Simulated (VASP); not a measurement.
Here is the system:

```
CELL_PARAMETERS angstrom
      2.10858     1.21739     6.89017
     -2.10858     1.21739     6.89017
      0.00000    -2.43478     6.89017
ATOMIC_POSITIONS crystal
  Sn 0.50000 0.50000 0.50000
  Pb 0.00000 0.00000 0.00000
  Se 0.75260 0.75260 0.75260
  Se 0.24740 0.24740 0.24740
```

Calculation: LDA (Ceperley-Alder, Perdew-Zunger), VASP's LDA PAW potentials (set 64) (plane waves; VASP). Settings: 400 eV cut-off, Gaussian smearing of 0.050 eV, potentials Sn_d Pb_d Se.

Unless said otherwise, spin-orbit coupling is left out, though it shifts the bands of the heavy elements here.

Question: What does the run give for the band gap (along the path) with the smallest direct gap where there is one?

Answer: 
```json
{
 "band gap (along the path)": "0.07 eV",
 "smallest direct gap (along the path)": "0.07 eV"
}
```

Total energies compare only between runs with the same potentials, cut-off and functional.

The structure comes from a computed database's SnPbSe2 entry (R-3m); how it stands against other phases isn't given here. It was relaxed first, which changed the volume by -7 %.
